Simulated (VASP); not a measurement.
Here is the system:

```
CELL_PARAMETERS angstrom
      0.00000     3.51288     3.51288
      3.51288     0.00000     3.51288
      3.51288     3.51288     0.00000
ATOMIC_POSITIONS crystal
  K  0.00000 0.00000 0.00000
  I  0.50000 0.50000 0.50000
```

All values below come from optB88-vdW, VASP's PBE PAW potentials (set 64) (plane waves; VASP 6.6.1). Settings: 520 eV cut-off, 7×7×7 Γ-centred mesh, tetrahedra with Blöchl corrections, potentials K_sv I.

Unless said otherwise, spin-orbit coupling is left out, though it shifts the bands of the heavy elements here.

Q: Predict the energy per atom (σ→0), band gap (on the k-mesh) with the smallest direct gap where there is one.

A: 
- band gap (on the k-mesh) = 3.91 eV
- smallest direct gap (on the k-mesh) = 3.91 eV
- energy per atom (σ→0) = -0.772 eV/atom

Total energies compare only between runs with the same potentials, cut-off and functional.

The compound is KI in the rock salt structure. It was relaxed first.
